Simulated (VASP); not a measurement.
Output of a VASP run:

OSZICAR:
```
       N       E                     dE             d eps       ncg     rms          rms(c)
DAV:   1     0.157114698058E+03    0.15711E+03   -0.95555E+03   560   0.142E+03
DAV:   2     0.332961584500E+01   -0.15379E+03   -0.15075E+03   602   0.346E+02
DAV:   3    -0.834896215388E+01   -0.11679E+02   -0.11630E+02   728   0.100E+02
DAV:   4    -0.862829542444E+01   -0.27933E+00   -0.27917E+00   616   0.194E+01
DAV:   5    -0.863843497392E+01   -0.10140E-01   -0.10139E-01   752   0.354E+00    0.273E+00
DAV:   6    -0.826054444245E+01    0.37789E+00   -0.10722E+00   774   0.896E+00    0.145E+00
DAV:   7    -0.825631024527E+01    0.42342E-02   -0.14310E-01   610   0.238E+00    0.837E-01
DAV:   8    -0.825936739939E+01   -0.30572E-02   -0.14604E-02   614   0.140E+00    0.178E-01
DAV:   9    -0.825884732236E+01    0.52008E-03   -0.28722E-03   786   0.510E-01    0.719E-02
DAV:  10    -0.825894003567E+01   -0.92713E-04   -0.24132E-04   614   0.941E-02    0.246E-02
DAV:  11    -0.825894256151E+01   -0.25258E-05   -0.32043E-05   658   0.597E-02    0.353E-03
DAV:  12    -0.825894321927E+01   -0.65776E-06   -0.28885E-06   638   0.169E-02    0.128E-03
DAV:  13    -0.825894320381E+01    0.15468E-07   -0.78711E-08   502   0.309E-03
   1 F= -.82589432E+01 E0= -.82589432E+01  d E =-.151491E-11
```

**OUTCAR**
```
------------------------ aborting loop because EDIFF is reached ----------------------------------------
  FORCE on cell =-STRESS in cart. coord.  units (eV):
  Direction    XX          YY          ZZ          XY          YZ          ZX
  --------------------------------------------------------------------------------------
  Total       -0.5065401     -0.5065401     -0.5065401     -0.0000000     -0.0000000      0.0000000
  in kB      -13.1410462    -13.1410462    -13.1410462     -0.0000000     -0.0000000      0.0000000
  external PRESSURE =     -13.1410462 kB  Pullay stress =       0.0000000 kB
  volume of cell :       61.76
      direct lattice vectors                 reciprocal lattice vectors
     0.000000000  3.137291194  3.137291194    -0.159373156  0.159373156  0.159373156
     3.137291194  0.000000000  3.137291194     0.159373156 -0.159373156  0.159373156
     3.137291194  3.137291194  0.000000000     0.159373156  0.159373156 -0.159373156
  FREE ENERGIE OF THE ION-ELECTRON SYSTEM (eV)
  ---------------------------------------------------
  free  energy   TOTEN  =        -8.2589432038 eV

  energy  without entropy=       -8.2589432038  energy(sigma->0) =       -8.25894320
```
(Selected blocks of OUTCAR.)

File POSCAR:
```
PbSe
1
    0.0000000000     3.1372911941     3.1372911941
    3.1372911941     0.0000000000     3.1372911941
    3.1372911941     3.1372911941     0.0000000000
Pb Se
1 1
Direct
  0.0000000000   0.0000000000   0.0000000000
  0.5000000000   0.5000000000   0.5000000000
```

Write an INCAR and KPOINTS that could have produced this output.

This is not unique; one that fits is the input of the run itself, PW91 GGA, plane waves, VASP's PBE PAW potentials (set 64).

INCAR:
```
SYSTEM  =  PbSe
PREC  =  Accurate; ENCUT  =  520; LREAL  =  .False.
LASPH  =  .True.
EDIFF  =  1E-7; NELM  =  100; ALGO  =  Normal
LMAXMIX  =  4
ISMEAR  =  0; SIGMA  =  0.05
GGA  =  91
ISIF  =  2
LWAVE  =  .False.; LCHARG  =  .False.
```

### KPOINTS
```
Automatic mesh
0
Gamma
7 7 7
0 0 0
```

POTCAR, in this order: Pb_d Se (PBE.64 set). Program: vasp_std.

The compound is PbSe in the rock salt structure. This cell is one point of a volume scan, at 1.03 of the reference volume.
